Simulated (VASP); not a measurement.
All values below come from PBE GGA, VASP's PBE PAW potentials (set 64) (plane waves; VASP).

A VASP calculation is set up with these files.

File POSCAR:
```
SSi63
1
   10.9370747000     0.0000000000     0.0000000000
    0.0000000000    10.9370747000     0.0000000000
   -0.0000000000    -0.0000000000    10.9370747000
Si S
63 1
Direct
  0.5000000000   0.0000000000   0.0000000000
  0.6250000000   0.1250000000   0.1250000000
  0.7500000000   0.2500000000   0.0000000000
  0.8750000000   0.3750000000   0.1250000000
  0.7500000000   0.0000000000   0.2500000000
  0.8750000000   0.1250000000   0.3750000000
  0.0000000000   0.0000000000   0.0000000000
  0.1250000000   0.1250000000   0.1250000000
  0.2500000000   0.2500000000   0.0000000000
  0.3750000000   0.3750000000   0.1250000000
  0.5000000000   0.5000000000   0.0000000000
  0.6250000000   0.6250000000   0.1250000000
  0.7500000000   0.7500000000   0.0000000000
  0.8750000000   0.8750000000   0.1250000000
  0.2500000000   0.0000000000   0.2500000000
  0.3750000000   0.1250000000   0.3750000000
  0.5000000000   0.2500000000   0.2500000000
  0.6205650000   0.3716820000   0.3763380000
  0.7500000000   0.5000000000   0.2500000000
  0.8750000000   0.6250000000   0.3750000000
  0.5000000000   0.0000000000   0.5000000000
  0.6250000000   0.1250000000   0.6250000000
  0.7500000000   0.2500000000   0.5000000000
  0.8750000000   0.3750000000   0.6250000000
  0.7500000000   0.0000000000   0.7500000000
  0.8750000000   0.1250000000   0.8750000000
  0.0000000000   0.5000000000   0.0000000000
  0.1250000000   0.6250000000   0.1250000000
  0.2500000000   0.7500000000   0.0000000000
  0.3750000000   0.8750000000   0.1250000000
  0.0000000000   0.2500000000   0.2500000000
  0.1250000000   0.3750000000   0.3750000000
  0.2500000000   0.5000000000   0.2500000000
  0.3707220000   0.6222230000   0.3728170000
  0.5000000000   0.7500000000   0.2500000000
  0.6250000000   0.8750000000   0.3750000000
  0.0000000000   0.0000000000   0.5000000000
  0.1250000000   0.1250000000   0.6250000000
  0.2500000000   0.2500000000   0.5000000000
  0.3782640000   0.3704940000   0.6215440000
  0.6276300000   0.6222560000   0.6244680000
  0.7500000000   0.7500000000   0.5000000000
  0.8750000000   0.8750000000   0.6250000000
  0.2500000000   0.0000000000   0.7500000000
  0.3750000000   0.1250000000   0.8750000000
  0.5000000000   0.2500000000   0.7500000000
  0.6250000000   0.3750000000   0.8750000000
  0.7500000000   0.5000000000   0.7500000000
  0.8750000000   0.6250000000   0.8750000000
  0.0000000000   0.7500000000   0.2500000000
  0.1250000000   0.8750000000   0.3750000000
  0.0000000000   0.5000000000   0.5000000000
  0.1250000000   0.6250000000   0.6250000000
  0.2500000000   0.7500000000   0.5000000000
  0.3750000000   0.8750000000   0.6250000000
  0.0000000000   0.2500000000   0.7500000000
  0.1250000000   0.3750000000   0.8750000000
  0.2500000000   0.5000000000   0.7500000000
  0.3750000000   0.6250000000   0.8750000000
  0.5000000000   0.7500000000   0.7500000000
  0.6250000000   0.8750000000   0.8750000000
  0.0000000000   0.7500000000   0.7500000000
  0.1250000000   0.8750000000   0.8750000000
  0.4980750000   0.5003670000   0.4964480000
```

### KPOINTS
```
Automatic mesh
0
Gamma
1 1 1
0 0 0
```

### INCAR
```
ALGO = Fast
EDIFF = 1E-5
EDIFFG = -0.03
ENCUT = 400
GGA = PE
IBRION = 2
ISIF = 2
ISMEAR = 0
ISYM = 0
LASPH = .True.
LCHARG = .False.
LREAL = Auto
LWAVE = .False.
NELECT = 256.0
NELM = 100
NELMIN = 4
NSW = 60
PREC = Normal
SIGMA = 0.05
SYSTEM = SSi63
```

POTCAR, in this order: Si S (PBE.64 set). Program: vasp_gam.

The cell is charged, with a uniform compensating background. The supercell is sampled at Γ alone, which is coarse: total energies, pressure and levels can be off, energies of defects by several tenths of an eV.

Question: Predict the energy per atom (σ→0).

Answer: 
```yaml
energy per atom (σ→0): -528.2 kJ/mol of atoms
```

OSZICAR:
```
...
RMM:   4    -0.350351937572E+03   -0.19347E-06   -0.27209E-06   171   0.388E-03
   9 F= -.35035194E+03 E0= -.35033295E+03  d E =-.129446E-02
       N       E                     dE             d eps       ncg     rms          rms(c)
DAV:   1    -0.350352321797E+03   -0.38442E-03   -0.15359E-02   348   0.231E-01    0.905E-02
RMM:   2    -0.350352395457E+03   -0.73661E-04   -0.91561E-04   322   0.636E-02    0.235E-02
RMM:   3    -0.350352409671E+03   -0.14214E-04   -0.16781E-04   325   0.301E-02    0.155E-02
RMM:   4    -0.350352411620E+03   -0.19484E-05   -0.33384E-05   216   0.137E-02
  10 F= -.35035241E+03 E0= -.35033371E+03  d E =-.474047E-03
```

The cell is a supercell with a defect, built from Si (diamond): S_Si, charge +2. The run is not spin-polarised, so no state with unpaired spins was tried.
